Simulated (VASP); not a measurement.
TlBr (CsCl type), at 0.96 of the tabulated volume:

```xyz
2
Lattice="3.9361 0.0000 0.0000 0.0000 3.9361 0.0000 0.0000 0.0000 3.9361" Properties=species:S:1:pos:R:3 pbc="T T T"
Tl     0.0000     0.0000     0.0000
Br     1.9680     1.9680     1.9680
```

The lowest empty band near R, direction [100], from PBE with spin-orbit coupling in VASP (PAW); its two spin partners are averaged. The gap over the points computed is 1.20 eV, and the next band on that side lies 1.10 eV away at the edge.

Settings: 400 eV cut-off, 8×8×8 Γ-centred mesh, Gaussian smearing of 0.050 eV, potentials Tl_d Br.

```tsv
distance from the edge in k (1/Å)	distance in energy (meV)
0.018	4.3
0.025	8.2
0.035	16.1
0.050	32.8
0.070	64.0
```

Fit E(1 + αE) = ħ²k²/2m* (ħ²/2m0 = 3.810 eV Å²) and predict the row at 0.095 1/Å.

The rows don't resolve α, so a parabola serves: the electron mass is m* = 0.291 m0, and so 118.0 meV. The run gave 116.5 meV, -1.5 meV from the fit.

Left out are points under 3 meV from the edge, since the levels carry 0.1 meV, and points farther than half the way to the next band.

The compound is TlBr in the CsCl type structure. The cell was not relaxed at this level.
